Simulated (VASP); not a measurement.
Calculation: vdW-DF-cx, VASP's PBE PAW potentials (set 64) (plane waves; VASP).

VASP input:

### INCAR
```
# general
SYSTEM  =TiO2
PREC    =Accurate
ENCUT   =520
LREAL   =.False.
LASPH   =.True.

# electronic loop
EDIFF   =1E-7
NELM    =100   # most electronic steps
ALGO    =Normal   # blocked Davidson
LMAXMIX =4

# smearing
ISMEAR  =0   # Gaussian
SIGMA   =0.05

# functional
GGA     =CX
LUSE_VDW=.True.
AGGAC   =0.0

# ions
IBRION  =2
NSW     =30   # most ionic steps
ISIF    =4   # ions and shape, fixed volume
EDIFFG  =-0.01

# output
LWAVE   =.False.
LCHARG  =.False.
```

### POSCAR
```
TiO2
1
   -1.9312043582     1.9312043582     4.8658527659
    1.9312043582    -1.9312043582     4.8658527659
    1.9312043582     1.9312043582    -4.8658527659
Ti O
2 4
Direct
  0.7500000000   0.2500000000   0.5000000000
  0.0000000000   0.0000000000   0.0000000000
  0.5417053643   0.0417053643   0.5000000000
  0.7917053643   0.7917053643   1.0000000000
  0.2082946357   0.2082946357   0.0000000000
  0.9582946357   0.4582946357   0.5000000000
```

File KPOINTS:
```
K-points
0
G
8 8 8
```

POTCAR, in this order: Ti_sv O (PBE.64 set). Program: vasp_std.

The run wrote:

OUTCAR:
```
 ion  position               nearest neighbor table
   1  0.750  0.250  0.500-   4 1.97   5 1.97   4 1.97   5 1.97   3 2.03   6 2.03
   2  0.000  0.000  0.000-   3 1.97   6 1.97   3 1.97   6 1.97   5 2.03   4 2.03
   3  0.542  0.042  0.500-   2 1.97   2 1.97   1 2.03
   4  0.792  0.792  0.000-   1 1.97   1 1.97   2 2.03
   5  0.208  0.208  0.000-   1 1.97   1 1.97   2 2.03
   6  0.958  0.458  0.500-   2 1.97   2 1.97   1 2.03
  LATTYP: Found a body centered tetragonal cell.
 ALAT       =     3.8624087164
 C/A-ratio  =     2.5195949591
 Subroutine PRICEL returns:
 Original cell was already a primitive cell.
 Subroutine GETGRP returns: Found 16 space group operations
The static configuration has the point symmetry D_2d.
 The point group associated with its full space group is D_4h.
The dynamic configuration has the point symmetry D_2d.
 Subroutine INISYM returns: Found 16 space group operations
 Subroutine IBZKPT returns following result:
 Found     59 irreducible k-points:

 Following reciprocal coordinates:
            Coordinates               Weight
  0.000000  0.000000  0.000000      1.000000
  0.125000  0.000000  0.000000      8.000000
  0.250000  0.000000  0.000000      8.000000
  0.375000  0.000000  0.000000      8.000000
  0.500000  0.000000  0.000000      4.000000
  0.125000  0.125000  0.000000      8.000000
  0.250000  0.125000  0.000000     16.000000
  0.375000  0.125000  0.000000     16.000000
  0.500000  0.125000  0.000000     16.000000
 -0.375000  0.125000  0.000000     16.000000
 -0.250000  0.125000  0.000000     16.000000
 -0.125000  0.125000  0.000000      4.000000
  0.250000  0.250000  0.000000      8.000000
  0.375000  0.250000  0.000000     16.000000
  0.500000  0.250000  0.000000     16.000000
 -0.375000  0.250000  0.000000     16.000000
 -0.250000  0.250000  0.000000      4.000000
  0.375000  0.375000  0.000000      8.000000
...
```

### OSZICAR
```
       N       E                     dE             d eps       ncg     rms          rms(c)
DAV:   1     0.689407822289E+03    0.68941E+03   -0.24846E+04  3304   0.196E+03
DAV:   2     0.598525730788E+02   -0.62956E+03   -0.61041E+03  3636   0.570E+02
DAV:   3    -0.540684415064E+02   -0.11392E+03   -0.11064E+03  5080   0.214E+02
DAV:   4    -0.592742417536E+02   -0.52058E+01   -0.52000E+01  4548   0.487E+01
DAV:   5    -0.595129871907E+02   -0.23875E+00   -0.23868E+00  4688   0.828E+00    0.306E+01
DAV:   6    -0.430857796011E+02    0.16427E+02   -0.12261E+02  4236   0.101E+02    0.125E+01
DAV:   7    -0.424432043372E+02    0.64258E+00   -0.20343E+01  4296   0.346E+01    0.745E+00
DAV:   8    -0.424551620658E+02   -0.11958E-01   -0.51668E+00  4352   0.205E+01    0.433E+00
DAV:   9    -0.422535936252E+02    0.20157E+00   -0.19018E+00  4492   0.117E+01    0.111E+00
DAV:  10    -0.422652462059E+02   -0.11653E-01   -0.12295E-01  4096   0.267E+00    0.337E-01
DAV:  11    -0.422637309764E+02    0.15152E-02   -0.11870E-02  3964   0.708E-01    0.796E-02
DAV:  12    -0.422640101160E+02   -0.27914E-03   -0.12170E-03  4744   0.291E-01    0.123E-01
DAV:  13    -0.422638690276E+02    0.14109E-03   -0.10113E-03  4652   0.261E-01    0.143E-02
DAV:  14    -0.422638768825E+02   -0.78549E-05   -0.50826E-05  4688   0.562E-02    0.850E-03
DAV:  15    -0.422638775757E+02   -0.69315E-06   -0.21487E-06  4284   0.106E-02    0.646E-03
DAV:  16    -0.422638770232E+02    0.55245E-06   -0.54395E-06  4680   0.204E-02    0.203E-03
DAV:  17    -0.422638769385E+02    0.84690E-07   -0.26009E-07  3168   0.391E-03
   1 F= -.42263877E+02 E0= -.42263877E+02  d E =-.422639E+02
       N       E                     dE             d eps       ncg     rms          rms(c)
DAV:   1    -0.422707793765E+02   -0.69024E-02   -0.46827E+00  3312   0.141E+01    0.410E-01
DAV:   2    -0.422760335574E+02   -0.52542E-02   -0.82421E-02  3768   0.212E+00    0.282E-01
DAV:   3    -0.422745777949E+02    0.14558E-02   -0.26711E-03  4196   0.451E-01    0.133E-01
DAV:   4    -0.422743362378E+02    0.24156E-03   -0.13083E-03  3768   0.299E-01    0.259E-02
DAV:   5    -0.422743477668E+02   -0.11529E-04   -0.21558E-04  3708   0.122E-01    0.129E-02
DAV:   6    -0.422743478084E+02   -0.41626E-07   -0.10632E-05  4008   0.256E-02    0.634E-03
DAV:   7    -0.422743478149E+02   -0.64774E-08   -0.19632E-06  4368   0.120E-02    0.148E-03
DAV:   8    -0.422743478867E+02   -0.71779E-07   -0.27885E-07  3136   0.382E-03
   2 F= -.42274348E+02 E0= -.42274348E+02  d E =-.104709E-01
       N       E                     dE             d eps       ncg     rms          rms(c)
DAV:   1    -0.422746289349E+02   -0.28112E-03   -0.43907E-01  3320   0.431E+00    0.128E-01
DAV:   2    -0.422751186790E+02   -0.48974E-03   -0.77346E-03  3768   0.651E-01    0.875E-02
DAV:   3    -0.422749827963E+02    0.13588E-03   -0.26011E-04  4288   0.144E-01    0.448E-02
DAV:   4    -0.422749575453E+02    0.25251E-04   -0.14054E-04  4112   0.995E-02    0.104E-02
DAV:   5    -0.422749583560E+02   -0.81064E-06   -0.23932E-05  3724   0.380E-02    0.644E-03
DAV:   6    -0.422749582380E+02    0.11795E-06   -0.13468E-06  4196   0.982E-03    0.189E-03
DAV:   7    -0.422749582499E+02   -0.11898E-07   -0.30966E-07  2956   0.510E-03
   3 F= -.42274958E+02 E0= -.42274958E+02  d E =-.110813E-01
       N       E                     dE             d eps       ncg     rms          rms(c)
DAV:   1    -0.422868105420E+02   -0.11852E-01   -0.15627E+00  3304   0.112E+01    0.719E-01
DAV:   2    -0.422835950857E+02    0.32155E-02   -0.65562E-02  3628   0.213E+00    0.409E-01
DAV:   3    -0.422799889244E+02    0.36062E-02   -0.82025E-03  3988   0.879E-01    0.578E-02
DAV:   4    -0.422800448693E+02   -0.55945E-04   -0.13370E-03  4176   0.324E-01    0.403E-02
DAV:   5    -0.422800327478E+02    0.12122E-04   -0.10608E-04  4480   0.883E-02    0.159E-02
DAV:   6    -0.422800353482E+02   -0.26004E-05   -0.11185E-05  3728   0.326E-02    0.359E-03
DAV:   7    -0.422800360382E+02   -0.69003E-06   -0.19448E-06  4408   0.100E-02    0.198E-03
DAV:   8    -0.422800361386E+02   -0.10043E-06   -0.19588E-07  2868   0.363E-03    0.497E-04
DAV:   9    -0.422800361589E+02   -0.20257E-07   -0.31262E-08  2036   0.154E-03
   4 F= -.42280036E+02 E0= -.42280036E+02  d E =-.507791E-02
       N       E                     dE             d eps       ncg     rms          rms(c)
DAV:   1    -0.423289037290E+02   -0.48868E-01   -0.10346E+01  3304   0.288E+01    0.184E+00
DAV:   2    -0.423082021658E+02    0.20702E-01   -0.43617E-01  3648   0.529E+00    0.105E+00
DAV:   3    -0.422852861492E+02    0.22916E-01   -0.60643E-02  4020   0.230E+00    0.258E-01
DAV:   4    -0.422846728203E+02    0.61333E-03   -0.11365E-02  4380   0.915E-01    0.861E-02
DAV:   5    -0.422846732542E+02   -0.43389E-06   -0.41838E-04  4324   0.177E-01    0.414E-02
DAV:   6    -0.422846881979E+02   -0.14944E-04   -0.76992E-05  4220   0.790E-02    0.953E-03
DAV:   7    -0.422846930629E+02   -0.48650E-05   -0.10139E-05  4032   0.240E-02    0.406E-03
DAV:   8    -0.422846935794E+02   -0.51651E-06   -0.98954E-07  3280   0.744E-03    0.127E-03
DAV:   9    -0.422846936686E+02   -0.89234E-07   -0.17372E-07  2520   0.350E-03
   5 F= -.42284694E+02 E0= -.42284694E+02  d E =-.973542E-02
       N       E                     dE             d eps       ncg     rms          rms(c)
DAV:   1    -0.422852454404E+02   -0.55186E-03   -0.11636E-01  3320   0.305E+00    0.194E-01
DAV:   2    -0.422850217461E+02    0.22369E-03   -0.48286E-03  3660   0.581E-01    0.111E-01
DAV:   3    -0.422847582550E+02    0.26349E-03   -0.58333E-04  3988   0.234E-01    0.131E-02
DAV:   4    -0.422847632231E+02   -0.49681E-05   -0.76723E-05  4140   0.780E-02    0.876E-03
DAV:   5    -0.422847630045E+02    0.21862E-06   -0.49371E-06  4508   0.191E-02    0.422E-03
DAV:   6    -0.422847633362E+02   -0.33173E-06   -0.65432E-07  3640   0.822E-03    0.949E-04
DAV:   7    -0.422847634094E+02   -0.73238E-07   -0.10256E-07  2128   0.265E-03
   6 F= -.42284763E+02 E0= -.42284763E+02  d E =-.980516E-02
```

**OUTCAR**
```
------------------------ aborting loop because EDIFF is reached ----------------------------------------
  FORCE on cell =-STRESS in cart. coord.  units (eV):
  Direction    XX          YY          ZZ          XY          YZ          ZX
  --------------------------------------------------------------------------------------
  Total       -4.3749631     -4.3749631     -4.3293425      0.0000000     -0.0000000      0.0000000
  in kB      -96.5627348    -96.5627348    -95.5558124      0.0000000     -0.0000000      0.0000000
  external PRESSURE =     -96.2270940 kB  Pullay stress =       0.0000000 kB
  volume of cell :       72.59
      direct lattice vectors                 reciprocal lattice vectors
    -1.916248752  1.916248752  4.942101487     0.000000000  0.260926458  0.101171536
     1.916248752 -1.916248752  4.942101487     0.260926458  0.000000000  0.101171536
     1.916248752  1.916248752 -4.942101487     0.260926458  0.260926458  0.000000000
 POSITION                                       TOTAL-FORCE (eV/Angst)
 -----------------------------------------------------------------------------------
      0.00000      1.91625      2.47105         0.000000      0.000000     -0.000000
      0.00000      0.00000      0.00000         0.000000      0.000000     -0.000000
      0.00000      1.91625      0.45226        -0.000000     -0.000000     -0.009550
      0.00000      0.00000      7.86541         0.000000      0.000000     -0.009550
      0.00000      0.00000      2.01879         0.000000      0.000000      0.009550
     -0.00000      1.91625      4.48984        -0.000000     -0.000000      0.009550
 -----------------------------------------------------------------------------------
    total drift:                                0.000000     -0.000000     -0.000000
  FREE ENERGIE OF THE ION-ELECTRON SYSTEM (eV)
  ---------------------------------------------------
  free  energy   TOTEN  =       -42.2847634094 eV

  energy  without entropy=      -42.2847634094  energy(sigma->0) =      -42.28476341

 reached required accuracy - stopping structural energy minimisation
```
(Selected blocks of OUTCAR.)

### CONTCAR
```
TiO2
   1.00000000000000
    -1.9162487515486317    1.9162487515486317    4.9421014869795812
     1.9162487515486317   -1.9162487515486317    4.9421014869795812
     1.9162487515486317    1.9162487515486317   -4.9421014869795812
  Ti              O
     2     4
Direct
     0.7500000000000000    0.2500000000000000    0.5000000000000000
     0.0000000000000000    0.0000000000000000    0.0000000000000000
     0.5457560661204518    0.0457560661204518    0.5000000000000000
     0.7957560661204518    0.7957560661204518    0.0000000000000000
     0.2042439338795482    0.2042439338795482    0.0000000000000000
     0.9542439338795482    0.4542439338795481    0.5000000000000000
```

The compound is TiO2 in the anatase structure, one of several forms; rutile is the usual stable one. This cell is one point of a volume scan, at 1.06 of the reference volume. Symmetry was kept, so distortions that lower it aren't found.
